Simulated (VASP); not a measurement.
A convergence study with VASP on Co (space group no. 194 when undisturbed): a few settings are varied, all else stays as given below, so the limit is that of these other settings. One atom is moved off its site, so that forces are finite.

```xyz
2
Lattice="1.2613 -2.1846 0.0000 1.2613 2.1846 0.0000 0.0000 0.0000 4.0903" Properties=species:S:1:pos:R:3 pbc="T T T"
Co     1.2613     0.7282     1.0726
Co     1.2613    -0.7282     3.0678
```
Starting moments (μB, in the order of the record's atoms Co Co): 2.0 2.0.

Computed with LDA (Ceperley-Alder, Perdew-Zunger), VASP's LDA PAW potentials (set 64) (plane waves; VASP). The last row used: 300 eV cut-off, 22×22×12 Γ-centred mesh, tetrahedra with Blöchl corrections, potentials Co.

| setting | E (eV/atom) | pressure (GPa) | largest force (eV/Å) | moment (μB) | irreducible k-points |
|---|---|---|---|---|---|
| 6×6×4 mesh | -8.0351 | -26.50 | 0.155 | 2.957 | 24 |
| 8×8×4 mesh | -8.0230 | -25.69 | 0.124 | 3.043 | 35 |
| 9×9×5 mesh | -8.0195 | -25.57 | 0.176 | 3.055 | 50 |
| 12×12×7 mesh | -8.0200 | -25.17 | 0.178 | 3.121 | 112 |
| 15×15×8 mesh | -8.0210 | -25.12 | 0.173 | 3.133 | 192 |
| 18×18×10 mesh | -8.0206 | -25.09 | 0.180 | 3.139 | 330 |
| 22×22×12 mesh | -8.0207 | -25.02 | 0.178 | 3.149 | 564 |

Left out are rungs that failed or repeat a setting and relaxations that didn't move; long series are thinned to 24 rows.

The structure is a typed Co crystal (space group no. 194). The cell was not relaxed at this level, it is distorted from the ideal structure. The spin order is the one that the start imposed; others were not tried in this run.
